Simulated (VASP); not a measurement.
## Hf2Pd2Se2Br2O3: relaxation of cell and atoms with PBE

Hf2Pd2Se2Br2O3:

```xyz
11
Lattice="5.7351 0.0000 0.0000 -2.8676 4.9667 0.0000 0.0000 0.0000 9.4188" Properties=species:S:1:pos:R:3 pbc="T T T"
Hf    0.0000    3.3112    0.0000
Hf    2.8676    1.6556    0.0000
Pd    0.0000    0.0000    2.3800
Pd    0.0000    0.0000    7.0389
Se    0.0000    3.3112    4.7094
Se    2.8676    1.6556    4.7094
Br    0.0000    0.0000    4.7094
Br    0.0000    0.0000    0.0000
O     2.8676    0.0000    0.0000
O    -1.4338    2.4834    0.0000
O     1.4338    2.4834    0.0000
```

The cell was built by a generator and needn't be a form met in nature.

* Program: VASP 6.6.1
* Task: relaxation of cell and atoms
* Functional: PBE
* Potentials or basis: VASP PAW PBE potentials, release 64 (Hf_pv, Pd, Se, Br, O)
* Cutoff: 520 eV
* k mesh: 3 × 3 × 2
* Occupations: gaussian, width 0.15 eV
* Spin: no spin polarisation
* Further INCAR settings: PREC = Normal; LREAL = Auto; ALGO = Fast; EDIFF = 0.0001; IBRION = 2; EDIFFG = -0.08; NSW = 24; ISIF = 3

```yaml
Relaxed_volume: 31.51 Å³/atom
Relaxed_cell: a = 6.611 Å, b = 6.611 Å, c = 9.160 Å, α = 90.00°, β = 90.00°, γ = 120.00°
Space_group_after_relaxing_to_0.05_Å: P6/mmm (No. 191)
Energy_gained_by_relaxing: 939.5 meV/atom
Ionic_steps: 11
Pressure_after_relaxing: 0.1 GPa
Largest_force_after_relaxing: 0.070 eV/Å
Band_gap_on_the_k_mesh: none (metal or under the smearing width)
```

Forces on the atoms (eV/Å):
```
Hf   0.000  0.000  0.000
Hf   0.000  0.000  0.000
Pd   0.000  0.000 -0.070
Pd   0.000  0.000  0.070
Se   0.000  0.000  0.000
Se   0.000  0.000  0.000
Br   0.000  0.000  0.000
Br   0.000  0.000  0.000
O    0.000  0.000  0.000
O    0.000  0.000  0.000
O    0.000  0.000  0.000
```

Stress tensor (GPa, compression positive):
```
-0.04  0.00  0.00
 0.00 -0.04  0.00
 0.00  0.00  0.32
```

Step by step:
```
step  energy change (eV)  largest force (eV/Å)  pressure (GPa)  volume (Å³)
   1              0.0000                0.0788           33.33       268.29
   2             -1.1149                0.1749          -11.28       502.20
   3            -10.1979                0.0585           -2.13       364.74
   4            -10.2493                0.0768           -1.43       359.32
   5            -10.2601                0.0991           -0.30       354.63
   6            -10.2598                0.0912           -0.85       356.48
   7            -10.3263                0.0820           -0.48       350.15
   8            -10.3322                0.0689            0.15       345.96
   9            -10.3352                0.0978           -0.12       347.52
  10            -10.3353                0.0946           -0.19       347.34
  11            -10.3343                0.0700            0.08       346.65
```

Final structure:
```xyz
11
Lattice="6.6106 0.0000 0.0000 -3.3053 5.7250 0.0000 0.0000 0.0000 9.1595" Properties=species:S:1:pos:R:3 pbc="T T T"
Hf    0.0000    3.8167    0.0000
Hf    3.3053    1.9083    0.0000
Pd    0.0000    0.0000    2.3070
Pd    0.0000    0.0000    6.8525
Se    0.0000    3.8167    4.5798
Se    3.3053    1.9083    4.5798
Br    0.0000    0.0000    4.5798
Br    0.0000    0.0000    0.0000
O     3.3053    0.0000    0.0000
O    -1.6527    2.8625    0.0000
O     1.6527    2.8625    0.0000
```

Levels at points of the mesh, in eV from the Fermi level:
```
           k point  band 39  band 40  band 41  band 42  band 43  band 44  band 45  band 46
(0.00, 0.00, 0.00)    -0.21    -0.21    -0.13    -0.13     0.05     0.60     0.60     0.70
(0.00, 0.00, 0.50)    -0.83    -0.78    -0.39    -0.15     0.48     0.52     0.52     1.05
```

Run time: 88 s on 4 MPI ranks on AMD EPYC 9R45 96-Core Processor (Zen 5) (shared host), peak memory 0.15 GiB a rank.

Caveat: the k mesh is coarse (spacing up to 0.42 Å⁻¹), so the values aren't converged; the volume moved by over 15 % at a fixed basis, so the end points are rough; the relaxation stopped at a loose force limit of 0.08 eV/Å, so its end isn't a converged minimum. Spin-orbit coupling is left out, which matters for the levels of Hf.
